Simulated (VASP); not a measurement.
An input for Quantum ESPRESSO's pw.x (written as the equivalent of a VASP run, and not itself run):

```
&CONTROL
  calculation = 'scf'
  pseudo_dir = './pseudo'
  outdir = './out'
  tprnfor = .true.
  tstress = .true.
/
&SYSTEM
  ibrav = 0
  nat = 6
  ntyp = 2
  ecutwfc = 86
  occupations = 'smearing'
  smearing = 'fermi-dirac'
  degauss = 0.000735
  input_dft = 'pz'
/
&ELECTRONS
  conv_thr = 7.3e-08
  electron_maxstep = 100
/
ATOMIC_SPECIES
  Ge 72.630 Ge.upf
  Se 78.971 Se.upf
CELL_PARAMETERS angstrom
    -3.0021540    3.0021540    4.8402110
     3.0021540   -3.0021540    4.8402110
     3.0021540    3.0021540   -4.8402110
ATOMIC_POSITIONS crystal
  Ge   0.7500000  0.2500000  0.5000000
  Ge   0.0000000  0.0000000  0.0000000
  Se   0.6370400  0.6250000  0.5120400
  Se   0.3750000  0.8870400  0.0120400
  Se   0.1129600  0.1250000  0.4879600
  Se   0.8750000  0.3629600  0.9879600
K_POINTS automatic
  3 3 3 0 0 0
```

Problem. Write the VASP files for the same calculation (LDA).

Solution. One answer among several that fit: 
File KPOINTS:
```
Automatic mesh
0
Gamma
3 3 3
0 0 0
```

File POSCAR:
```
GeSe2
1.0
 -3.0021540000   3.0021540000   4.8402110000
  3.0021540000  -3.0021540000   4.8402110000
  3.0021540000   3.0021540000  -4.8402110000
Ge Se
2 4
Cartesian
  0.0000000000   3.0021540000   2.4201055000
  0.0000000000   0.0000000000   0.0000000000
  1.5010770000   1.5733688683   3.6301582500
  1.5733688683  -1.5010770000   6.0502637500
  1.5010770000   1.4287851317  -1.2100527500
  1.4287851317   4.5032310000   1.2100527500
```

INCAR:
```
SYSTEM=GeSe2
PREC=Accurate; ENCUT=300; LREAL=.FALSE.
LASPH=.TRUE.
EDIFF=1E-6; NELM=100; ALGO=Normal
LMAXMIX=4
ISMEAR=-1; SIGMA=0.01
ISIF=2
LWAVE=.FALSE.; LCHARG=.FALSE.
```

POTCAR, in this order: Ge_d Se (LDA.64 set). Program: vasp_std.

Limits of the translation: the potentials are each code's own (VASP's PAW set, PseudoDojo norm-conserving files in pw.x), so ENCUT and ecutwfc are chosen apart and not converted; conv_thr bounds pw.x's estimated SCF error, while EDIFF bounds the energy change between steps.

The structure comes from a computed database's GeSe2 entry (I-42d); how it stands against other phases isn't given here. The cell was not relaxed at this level. The k-mesh is coarse (spacing up to 0.49 per Å, 2π included), so the numbers may not be converged in it.
